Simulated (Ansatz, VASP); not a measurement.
# GeF2 (1T-GeF2 monolayer): VASP beside Ansatz, part 2 of 2

Aim: how closely do two programs agree when they are given the same cell, functional and k mesh? Of the first pair: The structure shown is the start of the Ansatz relaxation below; VASP solves that cell, so the two are compared at the walk's first step.

VASP 6.6.1 and Ansatz 0.2.0.

So far: The starting structure; Ansatz: relaxation, r2SCAN with D4; VASP: single point, r2SCAN with D4, start cell, pair 1.

## Step 4: Differences

Known differences besides the potentials themselves: VASP keeps PBE cores, Ansatz makes them for the functional; Ansatz cuts the interaction across the vacuum, VASP repeats the sheet with a dipole correction; the cutoff is 500 eV in Ansatz and 580 eV in VASP. Total energies have different zeros and are not compared.

Forces (eV/Å; atoms numbered as in POSCAR):

```
atom         Ansatz x, y, z           VASP x, y, z
  F1  0.000, 0.000, -21.624  0.000, 0.000, -22.026
  F2   0.000, 0.000, 21.624   0.000, 0.000, 22.026
 Ge3    0.000, 0.000, 0.000    0.000, 0.000, 0.000
```

The forces differ by 189 meV/Å r.m.s., which is 1.8 % of the r.m.s. force of 10.383 eV/Å (both taken over all components). With vacuum in the cell, a pressure given here is an average over mostly empty space and none of the material.

## Step 5: Ansatz: relaxation, r2SCAN with D4

This run makes the geometry at which the two programs are then compared.

The structure compared here is the end of the Ansatz relaxation.

The input, input.yaml:

```yaml
crystal:
  lattice:
    - [2.41304, 0.0, 0.0]
    - [-1.20652, 2.0897539403, 0.0]
    - [0.0, 0.0, 35.1513208612]
  atoms:
    - { symbol: F, position: [0.6666666667, 0.3333333333, 0.4708215679] }
    - { symbol: Ge, position: [0.0, 0.0, 0.5] }
    - { symbol: F, position: [0.3333333333, 0.6666666667, 0.5291784321] }
  periodic: [true, true, false]
kpoints:
  mp_grid: { grid: [18, 18, 1] }
hamiltonian:
  xc: r2scan
  dispersion: d4
  pseudopotentials: { kind: paw, azcp: { folder: soft_1 } }
scf:
  occupations: { method: fermi_dirac, width: 0.05 }
  convergence: { dr2_threshold: 1.0e-09 }
relax:
  f_tol: 0.004
  max_steps: 90
  cell: {}
output:
  write_potential: true
  write_density: true
  volumetric_format: npy
```

The run is started by

```sh
$ ansatz run input.yaml --threads 4 --pin off --max-ram 6144MiB --backend cpu --events-out ev --progress --plain --runs-dir out
```

Numbers of over 12 decimals in the logs are rounded to 6 here.

The program printed:

```text
[...]
Crystal: 3 atoms, lattice volume = 177.256 Å³
Basis set: ecut = 500 eV, 4611 PW (Γ), exchange–correlation on 72×72×1080 points (64 copies of the dense FFT grid, shifted against one another)
Bands: 18, of which v1, the nominal top of the filled ones, is band 14 counted from 1 (13 counted from 0)
Symmetry: 12 space group operations
[...]
° read free of the cell's end (the report's vacuum.weakly_bound_levels)
--- Relaxed structure (16 steps of the walk, 16 accepted, 3 SCFs on fresh bases) ---
[...]
cell:  # Å, volume = 386.6062 Å³
    - [3.563677, 0.0, 0]
    - [-1.781838, 3.086235, 0]
    - [0, 0, 35.1513208612]
  atoms:
    - { symbol: F, position: [0.666667, 0.333333, 0.472746] }
    - { symbol: Ge, position: [0, 0, 0.5] }
    - { symbol: F, position: [0.333333, 0.666667, 0.527254] }
[key lines of the parts left out:]
SCF converged after 6 iterations
Free energy (F): -5922.104874 eV
Fermi energy:    -5.427518 eV
P = ½ c Tr σ = 0.0436 N/m
```

## Step 6: VASP: single point, r2SCAN with D4, relaxed cell, pair 2

The same cell, functional, mesh and smearing now go to VASP, with its own data sets.

The input, INCAR:

```
SYSTEM = GeF2
PREC = Accurate
ENCUT = 580
EDIFF = 1E-06
NELM = 300
ISMEAR = -1
SIGMA = 0.05
LREAL = .FALSE.
ALGO = Normal
METAGGA = R2SCAN
IVDW = 13
VDW_S6 = 1
VDW_S8 = 0.6018749
VDW_A1 = 0.51559235
VDW_A2 = 5.77342911
LASPH = .TRUE.
NBANDS = 20
LORBIT = 11
LWAVE = .FALSE.
LCHARG = .FALSE.
ISIF = 2
LDIPOL = .TRUE.
IDIPOL = 3
DIPOL = 0.5 0.5 0.5
LVHAR = .TRUE.
GGA_COMPAT = .FALSE.
EFERMI = MIDGAP
NELMDL = -8
LMIXTAU = .TRUE.
KPAR = 2
AMIX = 0.1
BMIX = 1E-04
```

The input, POSCAR:

```
GeF2
1.0
    3.5636766415      0.0000000000      0.0000000000
   -1.7818383207      3.0862345024      0.0000000000
    0.0000000000      0.0000000000     35.1513208612
F Ge
2 1
Direct
    0.6666666667      0.3333333333      0.4727460615
    0.3333333333      0.6666666667      0.5272539385
    0.0000000000      0.0000000000      0.5000000000
```

The input, KPOINTS:

```
Automatic mesh
0
Gamma
18 18 1
0 0 0
```

The projector-augmented-wave data sets are F and Ge_d (PBE family, release 64).

The run is started by

```sh
$ mpirun -np 2 vasp_std
```

The program printed:

```text
[banner, memory and clock lines left out]
running    2 mpi-ranks, on    1 nodes
[...]
[... a notice as in an earlier step ...]

 LDA part: xc-table for (None), standard interpolation
 POSCAR, INCAR and KPOINTS ok, starting setup
[...]
entering main loop
       N       E                     dE             d eps       ncg     rms          rms(c)
DAV:   1     0.265933638635E+03    0.26593E+03   -0.12499E+04  1728   0.130E+03
DAV:   2     0.163240501479E+02   -0.24961E+03   -0.23881E+03  2056   0.286E+02
DAV:   3    -0.321324786593E+02   -0.48457E+02   -0.47613E+02  1864   0.151E+02
DAV:   4    -0.337247167511E+02   -0.15922E+01   -0.15886E+01  1984   0.350E+01
[...]
DAV:  35    -0.255011610972E+02   -0.18882E-05   -0.15724E-06  1400   0.152E-02    0.265E-03
DAV:  36    -0.255011599225E+02    0.11747E-05   -0.52151E-07  1192   0.103E-02    0.155E-03
DAV:  37    -0.255011593532E+02    0.56929E-06   -0.13184E-07  1192   0.542E-03
   1 F= -.25590188E+02 E0= -.25590188E+02  d E =-.511798E-13
```

From OUTCAR (step 6):

```text
  Edisp (eV):   -0.08903

  Total      -0.05452    -0.05452    -0.10923    -0.00000     0.00000     0.00000
  in kB      -0.22594    -0.22594    -0.45266    -0.00000     0.00000     0.00000
  external pressure =       -0.30 kB  Pullay stress =        0.00 kB

 POSITION                                       TOTAL-FORCE (eV/Angst)
 -----------------------------------------------------------------------------------
      1.78184      1.02874     16.61765         0.000000     -0.000000      0.006168
     -0.00000      2.05749     18.53367        -0.000000      0.000000     -0.006168
      0.00000      0.00000     17.57566         0.000000      0.000000      0.000000
 -----------------------------------------------------------------------------------
    total drift:                               -0.000000      0.000000      0.000000

  FREE ENERGIE OF THE ION-ELECTRON SYSTEM (eV)
  ---------------------------------------------------
  free  energy   TOTEN  =       -25.5901883297 eV

  energy  without entropy=      -25.5901883297  energy(sigma->0) =      -25.59018833

[... 1 part as in an earlier step ...]

[... 2 further parts left out ...]
[key lines of the parts left out:]
E-fermi :  -4.5545
```

## Step 7: Side by side

Both answers:

```
              quantity  Ansatz   VASP  difference
gap on the k mesh (eV)   2.864  2.868      -0.005
```

At this near-relaxed geometry the largest component of a force difference is 5 meV/Å. A gap on the mesh is an upper bound, since the band edges may lie between its points. With vacuum in the cell, a pressure given here is an average over mostly empty space and none of the material.

## Step 8: What came out

```
r.m.s. force difference (single point, r2SCAN with D4, start cell, pair 1)           : 1.8 % of the r.m.s. force
difference in gap on the k mesh (single point, r2SCAN with D4, relaxed cell, pair 2) : -0.0047 eV
```

The r.m.s. force difference is 1.8 % of the r.m.s. force (single point, r2SCAN with D4, start cell, pair 1), within the 3 % picked in this series as the mark of a large difference. VASP runs on this material, other cells of it included, that failed, so that no pair exists: single point, r2SCAN (not converged). How closely two codes agree says nothing of how well the functional describes the real material.

[Lines on the potential files, build, host, timing and source positions are cut from VASP's logs without a mark.]

[Logs are printed without paths, hosts, clocks, repeated set-up lines and the standing remarks that a program may print on its own settings, such as how far it seeks lower states.]

[Hosts, paths, dates, database ids (printed as entryN), source tags and the programs' standing remarks are cut or masked in the printed files.]
